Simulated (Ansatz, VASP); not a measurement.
# Cross-check of H28NO12F between VASP and Ansatz

Wanted: the spread between two codes on one cell, functional and k mesh. The structure shown is frame 133 of Ansatz's trajectory.

Main program and level: Ansatz 0.2.0; plane waves, with VASP 6.6.1 beside it; single point at PBE with D4.

**1. Set-up**

The cell holds 84 atoms: 2 N, 56 H, 24 O and 2 F. Its edges and angles: a = 9.206 Å, b = 9.206 Å, c = 9.206 Å, α = 90.0°, β = 90.0°, γ = 90.0°.

**2. Ansatz: dynamics, PBE with D4**

Ansatz runs on its default PAW (the set named soft_2) files.

One frame of this run of dynamics is then solved in both programs, so the motion causes no difference.

The input, input.yaml:

```yaml
crystal:
  lattice:
    - [9.20558, 0.0, 0.0]
    - [0.0, 9.20558, 0.0]
    - [0.0, 0.0, 9.20558]
  atoms:
    - { symbol: "N", position: [0.11952, 0.8227, 0.90911] }
    - { symbol: H, position: [0.07906, 0.72739, 0.86592] }
    - { symbol: H, position: [0.23165, 0.80399, 0.89108] }
    - { symbol: H, position: [0.07579, 0.89994, 0.84744] }
    - { symbol: H, position: [0.10008, 0.82991, 0.02163] }
    - { symbol: "N", position: [0.7894, 0.58867, 0.47887] }
    - { symbol: H, position: [0.71744, 0.6694, 0.47734] }
    - { symbol: H, position: [0.73782, 0.50443, 0.53593] }
    - { symbol: H, position: [0.81954, 0.5567, 0.37604] }
    - { symbol: H, position: [0.8853, 0.61973, 0.53652] }
    - { symbol: O, position: [0.2273, 0.48997, 0.12552] }
    - { symbol: H, position: [0.30034, 0.41277, 0.14806] }
    - { symbol: H, position: [0.15976, 0.45445, 0.04822] }
    - { symbol: O, position: [0.31331, 0.68237, 0.66945] }
    - { symbol: H, position: [0.39224, 0.71696, 0.60331] }
    - { symbol: H, position: [0.33364, 0.71595, 0.77074] }
    - { symbol: O, position: [0.12073, 0.2699, 0.41615] }
    - { symbol: H, position: [0.02427, 0.31005, 0.44588] }
    - { symbol: H, position: [0.1187, 0.16154, 0.42363] }
    - { symbol: O, position: [0.47708, 0.27743, 0.11728] }
    - { symbol: H, position: [0.49114, 0.17945, 0.07254] }
    - { symbol: H, position: [0.51776, 0.35354, 0.0513] }
    - { symbol: O, position: [0.03326, 0.63253, 0.31525] }
    - { symbol: H, position: [0.03009, 0.73572, 0.28147] }
    - { symbol: H, position: [0.11831, 0.58225, 0.2701] }
    - { symbol: O, position: [0.57063, 0.15059, 0.38395] }
    - { symbol: H, position: [0.49069, 0.11762, 0.4497] }
    - { symbol: H, position: [0.52793, 0.19652, 0.29525] }
    - { symbol: O, position: [0.78336, 0.53252, 0.15874] }
    - { symbol: H, position: [0.85107, 0.4476, 0.16104] }
    - { symbol: H, position: [0.69462, 0.50654, 0.10173] }
    - { symbol: O, position: [0.64718, 0.42437, 0.67482] }
    - { symbol: H, position: [0.68026, 0.32254, 0.69314] }
    - { symbol: H, position: [0.54382, 0.42342, 0.64141] }
    - { symbol: O, position: [0.53299, 0.74334, 0.4752] }
    - { symbol: H, position: [0.47378, 0.73409, 0.38459] }
    - { symbol: H, position: [0.57491, 0.84339, 0.481] }
    - { symbol: O, position: [0.82104, 0.29207, 0.36626] }
    - { symbol: H, position: [0.88733, 0.22002, 0.3192] }
    - { symbol: H, position: [0.72152, 0.24939, 0.375] }
    - { symbol: O, position: [0.33051, 0.95942, 0.38334] }
    - { symbol: H, position: [0.22592, 0.95604, 0.41249] }
    - { symbol: H, position: [0.35015, 0.88184, 0.30988] }
    - { symbol: O, position: [0.37859, 0.72333, 0.1963] }
    - { symbol: H, position: [0.40467, 0.75936, 0.0972] }
    - { symbol: H, position: [0.33609, 0.62366, 0.18857] }
    - { symbol: O, position: [0.55931, 0.51667, 0.95522] }
    - { symbol: H, position: [0.50404, 0.61013, 0.95855] }
    - { symbol: H, position: [0.58066, 0.49088, 0.85188] }
    - { symbol: O, position: [0.76715, 0.14803, 0.72996] }
    - { symbol: H, position: [0.86569, 0.11675, 0.7633] }
    - { symbol: H, position: [0.72062, 0.06745, 0.67389] }
    - { symbol: O, position: [0.75744, 0.93229, 0.4962] }
    - { symbol: H, position: [0.86042, 0.95774, 0.47281] }
    - { symbol: H, position: [0.69052, 0.99548, 0.43851] }
    - { symbol: O, position: [0.73212, 0.82527, 0.07169] }
    - { symbol: H, position: [0.74207, 0.72231, 0.10487] }
    - { symbol: H, position: [0.64735, 0.83356, 0.00428] }
    - { symbol: O, position: [0.28099, 0.21412, 0.82923] }
    - { symbol: H, position: [0.31092, 0.28636, 0.75382] }
    - { symbol: H, position: [0.3687, 0.16147, 0.86576] }
    - { symbol: O, position: [0.02082, 0.75866, 0.61292] }
    - { symbol: H, position: [0.12405, 0.72506, 0.6167] }
    - { symbol: H, position: [0.01523, 0.85243, 0.55835] }
    - { symbol: O, position: [0.51855, 0.05757, 0.92422] }
    - { symbol: H, position: [0.47138, 0.96187, 0.90376] }
    - { symbol: H, position: [0.6099, 0.06608, 0.86606] }
    - { symbol: O, position: [0.99778, 0.88687, 0.19139] }
    - { symbol: H, position: [0.01552, 0.93794, 0.28561] }
    - { symbol: H, position: [0.89143, 0.88757, 0.16928] }
    - { symbol: O, position: [0.04386, 0.06304, 0.73137] }
    - { symbol: H, position: [0.02625, 0.04184, 0.62629] }
    - { symbol: H, position: [0.13045, 0.12789, 0.74121] }
    - { symbol: O, position: [0.3427, 0.36752, 0.59186] }
    - { symbol: H, position: [0.27692, 0.31778, 0.52115] }
    - { symbol: H, position: [0.3361, 0.47506, 0.57798] }
    - { symbol: O, position: [0.99568, 0.25593, 0.06392] }
    - { symbol: H, position: [0.0605, 0.19601, 0.00061] }
    - { symbol: H, position: [0.04744, 0.2799, 0.15636] }
    - { symbol: O, position: [0.99339, 0.55385, 0.90373] }
    - { symbol: H, position: [0.01292, 0.46055, 0.85163] }
    - { symbol: H, position: [0.89269, 0.55219, 0.94445] }
    - { symbol: F, position: [0.03697, 0.99356, 0.45597] }
    - { symbol: F, position: [0.42128, 0.78143, 0.90344] }
kpoints:
  mp_grid: { grid: [1, 1, 1] }
hamiltonian:
  xc: pbe
  dispersion: d4
scf:
  occupations: { method: fixed }
output:
  forces: true
md:
  timestep: 0.5
  n_steps: 400
  ensemble: nvt_nose_hoover
  temperature: 300
  initial_velocities: maxwell_boltzmann
  seed: 3780
```

Command:

```
ansatz run input.yaml --threads 4 --pin off --max-ram 8192MiB --backend cpu --events-out ev --progress --plain --runs-dir out
```

Numbers of over 12 decimals in the logs are rounded to 6 here.

Output:

```text
Warning: md: disabling space-group detection — thermal motion breaks the input geometry's symmetry, so no spatial operation reduces the k-mesh or symmetrises the density; time reversal is kept, so that k and −k are solved as one point where they differ and the mesh holds both, and exact exchange and, on two spinor components, a DFT+U term hold to it where the run has them: on two components no moment then forms, and  [...]
Engine: ansatz 0.2.0, aarch64-unknown-linux-gnu
Pseudopotentials: kind: paw
Pseudopotential: N, paw, valence charge 5, recommended cutoff 420 eV (normal), N.paw.azcp
Pseudopotential: H, paw, valence charge 1, recommended cutoff 420 eV (normal), H.paw.azcp
Pseudopotential: O, paw, valence charge 6, recommended cutoff 420 eV (normal), O.paw.azcp
Pseudopotential: F, paw, valence charge 7, recommended cutoff 420 eV (normal), F.paw.azcp
Functional definition: PBE
  parameter kappa = 0.804
  parameter beta = 0.066725
  exchange = pbe_x(kappa = kappa, mu = beta*pi^2/3)
  correlation = pbe_c(beta = beta)
Crystal: 84 atoms, lattice volume = 780.106 Å³
Basis set: ecut = 420 eV, 15275 PW (Γ), exchange–correlation on 128×128×128 points (8 copies of the dense FFT grid, shifted against one another)
Bands: 196, of which v1, the nominal top of the filled ones, is band 112 counted from 1 (111 counted from 0)
Symmetry: 1 space group operations
k-points: 1
Non-local potential: N, projectors of the file, l = 0: 2, l = 1: 2, l = 2: 1
Non-local potential: H, projectors of the file, l = 0: 2, l = 1: 1
Non-local potential: O, projectors of the file, l = 0: 2, l = 1: 2, l = 2: 1
Non-local potential: F, projectors of the file, l = 0: 2, l = 1: 2, l = 2: 1
PAW form: soft (Blöchl's): semilocal exchange-correlation on the pseudo side does not see the compensation charge
PAW one-centre angular grid: N, 110 points (default); XC on 64 Gauss nodes
PAW one-centre angular grid: H, 110 points (default); XC on 64 Gauss nodes
PAW one-centre angular grid: O, 110 points (default); XC on 64 Gauss nodes
PAW one-centre angular grid: F, 110 points (default); XC on 64 Gauss nodes
Initial density: superposition of atomic densities (neutral atoms: chi_scale 0, normalization atom), corrected by the library's trained network
Initial wavefunctions: pseudopotential atomic-orbital guess
Functional: x = pbe(κ = 0.804, μ = 0.219515), c = pbe(β = 0.066725)
SCF iter   1: F=—  HF=-16908.403683 eV  |F-HF|=—  |Δ(HF+E_count)|=         —  Δρ=3.22e-3  dr2=9.16e-2  ethr=1.77e-3  ⟨swp⟩=5.0  Hψ=629  notcnv=0  defer=82
preconditioner: auto → Resta (q_TF=auto, 2.216 Å⁻¹)  ε∞=2.2  [insulator: Δε(μ)=3.739 eV  Ē_g=18.136 eV  n_scr=146 (ndim 8)  ℏωp=19.9 eV  f_vac=0.252  ε∞_Penn≈2.2]
SCF iter   2: F=—  HF=-16908.356830 eV  |F-HF|=—  |Δ(HF+E_count)|=   4.69e-2  Δρ=1.59e-3  dr2=1.75e-2  ethr=4.09e-5  ⟨swp⟩=2.0  Hψ=291  notcnv=0  defer=82
SCF iter   3: F=—  HF=-16908.342851 eV  |F-HF|=—  |Δ(HF+E_count)|=   1.40e-2  Δρ=6.55e-4  dr2=4.72e-3  ethr=7.79e-6  ⟨swp⟩=3.0  Hψ=234  notcnv=0  defer=28
automatic band count: iteration 3 solves 142 bands in place of 196: the levels show a gap, and the empty bands left out lie too high to hold charge; the band table lists the bands solved (type scf.n_extra_bands for more)
SCF iter   4: F=—  HF=-16908.341034 eV  |F-HF|=—  |Δ(HF+E_count)|=   1.82e-3  Δρ=2.76e-4  dr2=5.02e-4  ethr=2.11e-6  ⟨swp⟩=3.0  Hψ=234  notcnv=0  defer=28
SCF iter   5: F=—  HF=-16908.341021 eV  |F-HF|=—  |Δ(HF+E_count)|=   1.36e-5  Δρ=1.16e-4  dr2=8.22e-5  ethr=2.24e-7  ⟨swp⟩=3.0  Hψ=239  notcnv=0  defer=28
SCF iter   6: F=—  HF=-16908.342044 eV  |F-HF|=—  |Δ(HF+E_count)|=   1.02e-3  Δρ=4.18e-5  dr2=1.03e-5  ethr=3.67e-8  ⟨swp⟩=3.0  Hψ=255  notcnv=0  defer=27
SCF iter   7: F=—  HF=-16908.342043 eV  |F-HF|=—  |Δ(HF+E_count)|=   9.93e-7  Δρ=1.16e-5  dr2=8.19e-7  ethr=4.59e-9  ⟨swp⟩=3.0  Hψ=231  notcnv=0  defer=27
SCF iter   8: F=—  HF=-16908.342043 eV  |F-HF|=—  |Δ(HF+E_count)|=   2.62e-7  Δρ=4.96e-6  dr2=1.46e-7  ethr=3.65e-10  ⟨swp⟩=2.0  Hψ=231  notcnv=0  defer=28
SCF iter   9: F=-16908.342043 eV  HF=-16908.342043 eV  |F-HF|=9.70e-9  |Δ(HF+E_count)|=   2.21e-8  Δρ=2.04e-6  dr2=2.30e-8  ethr=3.75e-11  ⟨swp⟩=5.0  Hψ=486  notcnv=0
SCF 1 converged in 9 iterations: F = -16908.342043 eV  dr2 = 2.30e-8
  greatest PAW one-centre occupation: 0.929 electrons in one spin orbital (limit 2), on the F atom at site 82 (counted from 0), in its partial waves of l = 0
md step     0: t =     0.00 fs  T =   300.0 K  F+E_penalty+E_count = -16908.34204297 eV  E_kin = 3.218574 eV  conserved = -16905.12346900 eV  (9 SCF iters)
[...]
md step   396: t =   198.00 fs  T =   335.3 K  F+E_penalty+E_count = -16909.90030389 eV  E_kin = 3.597111 eV  conserved = -16905.12621708 eV  (4 SCF iters, 3 dispersion substeps)
[...]
md step   397: t =   198.50 fs  T =   331.3 K  F+E_penalty+E_count = -16909.85920540 eV  E_kin = 3.554224 eV  conserved = -16905.12542291 eV  (4 SCF iters, 3 dispersion substeps)
[...]
md step   398: t =   199.00 fs  T =   326.3 K  F+E_penalty+E_count = -16909.80712347 eV  E_kin = 3.501006 eV  conserved = -16905.12401965 eV  (4 SCF iters, 3 dispersion substeps)
[...]
md step   399: t =   199.50 fs  T =   322.4 K  F+E_penalty+E_count = -16909.76639890 eV  E_kin = 3.458849 eV  conserved = -16905.12295641 eV  (4 SCF iters, 3 dispersion substeps)
[...]
md step   400: t =   200.00 fs  T =   321.0 K  F+E_penalty+E_count = -16909.75433231 eV  E_kin = 3.444314 eV  conserved = -16905.12296181 eV  (8 SCF iters, 3 dispersion substeps)
SCF converged after 8 iterations
Free energy (F): -16909.754332 eV
Harris-Foulkes:  -16909.754332 eV  (|F-HF|=3.81e-9)
Internal energy: -16909.754332 eV  (E = F + TS)
E sigma→0 (E₀):  -16909.754332 eV
Fermi energy:    -2.356767 eV
--- Per-component energies (eV) ---
  E_band       = -2095.916742
  E_kinetic    = 5655.067527
  E_local      = -17344.094890  (includes V_loc(G=0)·N_el)
  E_nonlocal   = 1489.378326
  E_hartree    = 6213.813487
  E_xc         = -2535.277007
  E_vxc        = -3240.791110  (∫ρ·V_xc dr)
  E_paw        = -4495.237592  (= ΣΔE_a)
  E_vpaw       = -1083.102753  (= ΣTr[D̂ρ^β])
  E_aug_tail   = -0.002080  (compensation charges beyond the density's cutoff)
  E_ewald      = -5890.736624
  E_disp       = -2.665480  (pairwise vdW)
  E_smearing   = -0.000000  (= −TS)
  E_closure    = 0.000000  (closes the sum)
  Σ components = -16909.754332   (vs F -16909.754332, Δ=0.00e0)
--- Forces (eV/Å), atoms counted from 1 ---
  atom   1  N      0.38012975    -0.41436061     1.66330070
  atom   2  H      0.59245176     1.42700046    -0.07173830
  atom   3  H     -0.49475825     0.00428743    -0.24100637
  atom   4  H     -0.28199036    -0.55585449    -0.10444855
  atom   5  H     -0.21731385    -0.11508691    -1.32464812
  atom   6  N     -0.08154908    -2.15924909    -0.00077266
  atom   7  H     -1.02284018     0.92748784    -0.20940313
  atom   8  H      0.29023803     0.28787767    -0.63317124
  atom   9  H     -0.45289098    -0.84009763    -0.14180972
  atom  10  H      0.46449666     1.40810442     1.30045177
  atom  11  O     -0.47820183     0.43326594    -0.76702568
  atom  12  H      0.18609842    -0.48673522    -0.32590408
  atom  13  H      0.44883304    -0.11304566     0.40889778
  atom  14  O      0.20179293     0.01901548    -0.75168636
  atom  15  H     -0.47191995    -0.67100760     0.25175279
  atom  16  H      0.31436070     0.55933889     0.75183386
  atom  17  O     -0.12760365    -0.74088525     0.88587870
  atom  18  H     -0.06971282     0.44620913    -0.08356992
  atom  19  H      0.39217666     0.18481004    -0.47420418
  atom  20  O      0.03751411     1.54350890    -0.51201395
  atom  21  H      0.05864211    -0.70416352     0.42326801
  atom  22  H     -0.03710686    -0.39989298     0.62901137
  atom  23  O     -0.75777039     0.16905895    -0.53826255
  atom  24  H      0.54226689     0.45859251     0.06204810
[...]
atom  77  O     -0.07624478    -0.26131210     0.90644439
  atom  78  H      0.36338067     0.66460504    -1.07861282
  atom  79  H     -0.38573676    -0.13843108    -0.11039242
  atom  80  O      1.00019503    -0.78803427     0.91047695
  atom  81  H     -0.62855491     0.54032037    -1.22063478
  atom  82  H     -0.94522430     0.09402243     0.14237189
  atom  83  F      0.18235909     0.22397234    -0.06338403
  atom  84  F     -0.17462317    -0.14146727     0.06606641
  max |Σ_I F_I| component: 3.25e-5 eV/Å
--- MD trajectory: 400 steps, t = 0.0 → 200.0 fs ---
  final state: T = 321.0 K   F+E_penalty+E_count = -16909.75433231 eV   E_kin = 3.444314 eV
  conserved energy: peak-to-peak 1.316e-2 eV (1.567e-4 eV/atom) over 200.0 fs
```

(Part 1 of 2 ends here.)

[Lines on the potential files, build, host, timing and source positions are cut from VASP's logs without a mark.]

[Logs are printed without paths, hosts, clocks, repeated set-up lines and the standing remarks that a program may print on its own settings, such as how far it seeks lower states.]

[Hosts, paths, dates, database ids (printed as entryN), source tags and the programs' standing remarks are cut or masked in the printed files.]
